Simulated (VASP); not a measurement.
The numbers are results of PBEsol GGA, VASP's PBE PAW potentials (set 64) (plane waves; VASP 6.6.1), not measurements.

A VASP calculation is set up with these files.

**INCAR**
```
IBRION = 2   ! conjugate gradients
NELMIN = 4
GGA = PS
SIGMA = 0.05   ! width (eV)
SYSTEM = BP
LASPH = .TRUE.
LCHARG = .FALSE.
NSW = 20
EDIFF = 1E-5
LWAVE = .FALSE.
ALGO = Fast
ENCUT = 450
PREC = Normal
EDIFFG = -0.03
NELM = 100
ISMEAR = 0
ISIF = 2
LREAL = .FALSE.   ! projection in real space or not
```

### POSCAR
```
BP
1
   -0.0000000000     2.2605365911     2.2605365911
    2.2605365911    -0.0000000000     2.2605365911
    2.2605365911     2.2605365911    -0.0000000000
B P
1 1
Direct
  0.0000000000   0.0000000000   0.0000000000
  0.7500000000   0.7500000000   0.7500000000
```

### KPOINTS
```
Automatic mesh
0
Gamma
11 11 11
0 0 0
```

POTCAR, in this order: B P (PBE.64 set). Program: vasp_std.

What VASP printed:

File OUTCAR:
```
 ion  position               nearest neighbor table
   1  0.000  0.000  0.000-   2 1.96   2 1.96   2 1.96   2 1.96
   2  0.750  0.750  0.750-   1 1.96   1 1.96   1 1.96   1 1.96
  LATTYP: Found a face centered cubic cell.
 ALAT       =     4.5210731822
 Subroutine PRICEL returns:
 Original cell was already a primitive cell.
 Subroutine GETGRP returns: Found 24 space group operations
The static configuration has the point symmetry T_d .
The dynamic configuration has the point symmetry T_d .
 Subroutine INISYM returns: Found 24 space group operations
 Subroutine IBZKPT returns following result:
 Found     56 irreducible k-points:

 Following reciprocal coordinates:
            Coordinates               Weight
  0.000000  0.000000  0.000000      1.000000
  0.090909  0.000000  0.000000      8.000000
  0.181818  0.000000  0.000000      8.000000
  0.272727  0.000000  0.000000      8.000000
  0.363636  0.000000  0.000000      8.000000
  0.454545  0.000000  0.000000      8.000000
  0.090909  0.090909  0.000000      6.000000
  0.181818  0.090909  0.000000     24.000000
  0.272727  0.090909  0.000000     24.000000
  0.363636  0.090909  0.000000     24.000000
  0.454545  0.090909  0.000000     24.000000
 -0.454545  0.090909  0.000000     24.000000
 -0.363636  0.090909  0.000000     24.000000
 -0.272727  0.090909  0.000000     24.000000
 -0.181818  0.090909  0.000000     24.000000
 -0.090909  0.090909  0.000000     12.000000
  0.181818  0.181818  0.000000      6.000000
  0.272727  0.181818  0.000000     24.000000
  0.363636  0.181818  0.000000     24.000000
  0.454545  0.181818  0.000000     24.000000
 -0.454545  0.181818  0.000000     24.000000
 -0.363636  0.181818  0.000000     24.000000
 -0.272727  0.181818  0.000000     24.000000
 -0.181818  0.181818  0.000000     12.000000
  0.272727  0.272727  0.000000      6.000000
  0.363636  0.272727  0.000000     24.000000
  0.454545  0.272727  0.000000     24.000000
 -0.454545  0.272727  0.000000     24.000000
 -0.363636  0.272727  0.000000     24.000000
 -0.272727  0.272727  0.000000     12.000000
  0.363636  0.363636  0.000000      6.000000
  0.454545  0.363636  0.000000     24.000000
 -0.454545  0.363636  0.000000     24.000000
 -0.363636  0.363636  0.000000     12.000000
  0.454545  0.454545  0.000000      6.000000
 -0.454545  0.454545  0.000000     12.000000
  0.272727  0.181818  0.090909     24.000000
  0.363636  0.181818  0.090909     48.000000
  0.454545  0.181818  0.090909     48.000000
 -0.454545  0.181818  0.090909     48.000000
   k-points           NKPTS =     56   k-points in BZ     NKDIM =     56   number of bands    NBANDS=      8
   number of dos      NEDOS =    301   number of ions     NIONS =      2
   total plane-waves  NPLWV =   5832
   dimension x,y,z NGX =    18 NGY =   18 NGZ =   18
   dimension x,y,z NGXF=    36 NGYF=   36 NGZF=   36
   ions per type =               1   1
   PREC   = normal    normal or accurate (medium, high low for compatibility)
   ISTART =      0    job   : 0-new  1-cont  2-samecut
   ICHARG =      2    charge: 1-file 2-atom 10-const
   ISPIN  =      1    spin polarized calculation?
   LNONCOLLINEAR =      F non collinear calculations
   LSORBIT =      F    spin-orbit coupling
   INIWAV =      1    electr: 0-lowe 1-rand  2-diag
   ENCUT  =  450.0 eV  33.07 Ry    5.75 a.u.   5.53  5.53  5.53*2*pi/ulx,y,z
   NELM   =    100;   NELMIN=  4; NELMDL= -5     # of ELM steps
   EDIFF  = 0.1E-04   stopping-criterion for ELM
   LREAL  =      F    real-space projection
   NLSPLINE    = F    spline interpolate recip. space projectors
   LMAXMIX     =    2 max onsite mixed and CHGCAR
...
```

**OSZICAR**
```
       N       E                     dE             d eps       ncg     rms          rms(c)
DAV:   1     0.775604605203E+01    0.77560E+01   -0.38388E+03   896   0.813E+02
DAV:   2    -0.141911933073E+02   -0.21947E+02   -0.21249E+02  1456   0.106E+02
DAV:   3    -0.144049167263E+02   -0.21372E+00   -0.21372E+00  1080   0.140E+01
DAV:   4    -0.144052833145E+02   -0.36659E-03   -0.36659E-03  1368   0.588E-01
DAV:   5    -0.144052835195E+02   -0.20501E-06   -0.20492E-06  1136   0.121E-02    0.714E+00
RMM:   6    -0.137814172870E+02    0.62387E+00   -0.53801E-01   896   0.513E+00    0.375E+00
RMM:   7    -0.136828919976E+02    0.98525E-01   -0.25054E-01   896   0.352E+00    0.124E+00
RMM:   8    -0.136735032329E+02    0.93888E-02   -0.28077E-02   896   0.153E+00    0.171E-01
RMM:   9    -0.136731783626E+02    0.32487E-03   -0.43842E-03   896   0.578E-01    0.666E-02
RMM:  10    -0.136732451994E+02   -0.66837E-04   -0.63644E-04   896   0.240E-01    0.488E-02
RMM:  11    -0.136732510850E+02   -0.58857E-05   -0.10562E-04   896   0.996E-02    0.275E-02
RMM:  12    -0.136732535137E+02   -0.24287E-05   -0.16760E-05   689   0.398E-02
   1 F= -.13673254E+02 E0= -.13673254E+02  d E =-.136733E+02
```

### OUTCAR
```
------------------------ aborting loop because EDIFF is reached ----------------------------------------
  FORCE on cell =-STRESS in cart. coord.  units (eV):
  Direction    XX          YY          ZZ          XY          YZ          ZX
  --------------------------------------------------------------------------------------
  Total        0.0047620      0.0047620      0.0047620      0.0000000     -0.0000000      0.0000000
  in kB        0.3302475      0.3302475      0.3302475      0.0000000     -0.0000000      0.0000000
  external PRESSURE =       0.3302475 kB  Pullay stress =       0.0000000 kB
  volume of cell :       23.10
      direct lattice vectors                 reciprocal lattice vectors
     0.000000000  2.260536591  2.260536591    -0.221186422  0.221186422  0.221186422
     2.260536591  0.000000000  2.260536591     0.221186422 -0.221186422  0.221186422
     2.260536591  2.260536591  0.000000000     0.221186422  0.221186422 -0.221186422
  FREE ENERGIE OF THE ION-ELECTRON SYSTEM (eV)
  ---------------------------------------------------
  free  energy   TOTEN  =       -13.6732535137 eV

  energy  without entropy=      -13.6732535137  energy(sigma->0) =      -13.67325351

 reached required accuracy - stopping structural energy minimisation
```
(Selected blocks of OUTCAR.)

At this cut-off the stress carries a Pulay error, which pulls relaxed volumes low.

The compound is BP in the zinc blende structure. It was relaxed first.
